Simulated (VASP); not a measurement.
Consider the following.

```
ZrS2
1.0
    1.86660    -3.23305     0.00000
    1.86660     3.23305     0.00000
    0.00000     0.00000     5.93640
Zr S
1 2
Direct
  0.00000   0.00000   0.00000
  0.33333   0.66667   0.25000
  0.66667   0.33333   0.75000
```

All values below come from PBE GGA, VASP's PBE PAW potentials (set 64) (plane waves; VASP). Settings: 300 eV cut-off, 6×6×4 Γ-centred mesh, Gaussian smearing of 0.050 eV, potentials Zr_sv S.

At this cut-off the stress carries a Pulay error, which pulls relaxed volumes low.

Q: Predict the energy per atom (σ→0), pressure, largest force, band gap (on the k-mesh) with the smallest direct gap where there is one.

A: 
```
Quantity                                             Result
-----------------------------------  ----------------------
band gap (on the k-mesh)                            0.84 eV
smallest direct gap (on the k-mesh)                 1.46 eV
energy per atom (σ→0)                -686.8 kJ/mol of atoms
pressure                                          -3.93 GPa
largest force                                    0.652 eV/Å
```

Total energies compare only between runs with the same potentials, cut-off and functional.

The compound is ZrS2 in the 1T layered structure. The cell was not relaxed at this level. The run is one of a series of settings (ENCUT = 300 against the base run), some of them coarse on purpose.
